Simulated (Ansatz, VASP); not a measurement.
# Ge3Pd in VASP and in Ansatz

File POSCAR:

```
Ge3Pd
1.0
    4.2232597616      0.0000000000      0.0000000000
    0.0000000000      4.2232597616      0.0000000000
    0.0000000000      0.0000000000      4.2232597616
Pd Ge
1 3
Direct
    0.0000000000      0.0000000000      0.0000000000
    0.5000000000      0.5000000000      0.0000000000
    0.5000000000      0.0000000000      0.5000000000
    0.0000000000      0.5000000000      0.5000000000
```

INCAR.step1

```
SYSTEM = Ge3Pd
ALGO     = Normal         ! electronic algorithm
EDIFF    = 1E-4           ! SCF threshold, eV
ENCUT    = 520            ! plane-wave cutoff, eV
GGA      = PE             ! functional
ISMEAR   = -1             ! smearing method
LASPH    = .TRUE.         ! aspherical terms in the spheres
LCHARG   = .FALSE.        ! write CHGCAR
LREAL    = .FALSE.        ! projectors in reciprocal space
LWAVE    = .TRUE.         ! write WAVECAR
NBANDS   = 34             ! bands
NELM     = 80             ! most SCF steps
PREC     = Accurate       ! precision mode
SIGMA    = 0.05           ! smearing width, eV
```

The input INCAR.step2:

```
SYSTEM = Ge3Pd
ALGO     = Normal         ! electronic algorithm
EDIFF    = 1E-6           ! SCF threshold, eV
ENCUT    = 520            ! plane-wave cutoff, eV
ISIF     = 2              ! what is computed and relaxed
ISMEAR   = -1             ! smearing method
ISTART   = 1            
LASPH    = .TRUE.         ! aspherical terms in the spheres
LCHARG   = .TRUE.         ! write CHGCAR
LELF     = .TRUE.         ! ELF
LMIXTAU  = .TRUE.       
LREAL    = .FALSE.        ! projectors in reciprocal space
LVHAR    = .TRUE.       
LWAVE    = .FALSE.        ! write WAVECAR
METAGGA  = R2SCAN         ! meta-GGA
NBANDS   = 34             ! bands
NELM     = 80             ! most SCF steps
PREC     = Accurate       ! precision mode
SIGMA    = 0.05           ! smearing width, eV
```

File KPOINTS:

```
k-points
0
G
  7 7 7
  0 0 0
```

input.yaml

```yaml
crystal:
  lattice:
    - [4.2232597616, 0.0, 0.0]
    - [0.0, 4.2232597616, 0.0]
    - [0.0, 0.0, 4.2232597616]
  atoms:
    - { symbol: Pd, position: [0.0, 0.0, 0.0] }
    - { symbol: Ge, position: [0.5, 0.5, 0.0] }
    - { symbol: Ge, position: [0.5, 0.0, 0.5] }
    - { symbol: Ge, position: [0.0, 0.5, 0.5] }
hamiltonian:
  xc: r2scan
  pseudopotentials: { kind: paw }
kpoints:
  mp_grid: { grid: [7, 7, 7] }
scf:
  occupations: { method: fermi_dirac, width: 0.05 }
output:
  forces: true
  stress: true
  eigenvalues: true
```

The cell comes from a database or a generator and needn't be the stable form of this composition.

Alike in both runs: task single point; functional r2SCAN; k mesh 7 × 7 × 7; occupations fermi-dirac, width 0.05 eV; no spin polarisation.

|  | VASP | Ansatz |
| --- | --- | --- |
| version | VASP 6.6.1 | Ansatz 0.2.0 |
| potentials or method | VASP PAW PBE potentials, release 64 (Pd, Ge_d) | Ansatz PAW |
| plane-wave cutoff (eV) | 520 | 500 |
| valence electrons in the cell | 52 | 60 |

```csv
,VASP,Ansatz,Ansatz less VASP
gap on the k mesh at the Fermi level (eV),none,none,-
pressure (GPa),-7.0,-6.9,+0.06
```

A gap of «none» marks a metal or a gap that the smearing closes. The functional is the same, so the differences come from potentials, cutoffs and numerics. The two sets of potentials don't hold the same shells in valence.

Caveats: the PAW data sets were made with another functional, which shifts forces and pressure a little (VASP); the PAW data sets come from PBE, with cores solved anew for the run's functional, which leaves a small shift of forces and pressure (Ansatz).
